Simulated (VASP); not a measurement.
Energy against volume of W (bcc). Calculation: RPBE GGA, VASP's PBE PAW potentials (set 64) (plane waves; VASP).

```csv
V (Å³/atom),E (eV/atom)
15.399,-12.34855
15.890,-12.39221
16.382,-12.40462
16.873,-12.39073
17.365,-12.35415
```

Q: Fit a third-order Birch-Murnaghan equation of state.

A: 
```json
{
 "volume_per_atom": "16.36 Å³/atom",
 "bulk_modulus": "289 GPa",
 "pressure_derivative_of_the_bulk_modulus": "4.35",
 "lattice_constant_a": "3.198 Å"
}
```

Measured: bulk modulus 312 GPa at 0 K (computed value off by -7.4 %), as given by Vázquez-Parga, Fernández-Martínez, Viñes, J. Chem. Theory Comput. (2023), doi:10.1021/acs.jctc.3c00612, Supporting … [zero-point energy and finite temperature contributions removed]; a 3.160 Å at 0 K (computed value off by +1.2 %), as given by Daniel Mejia-Rodriguez et al., Physical Review B (2018), arXiv:1807.09216 [static lattice: zero-point anharmonic expansion removed].

The compound is W in the bcc structure. It was relaxed first.
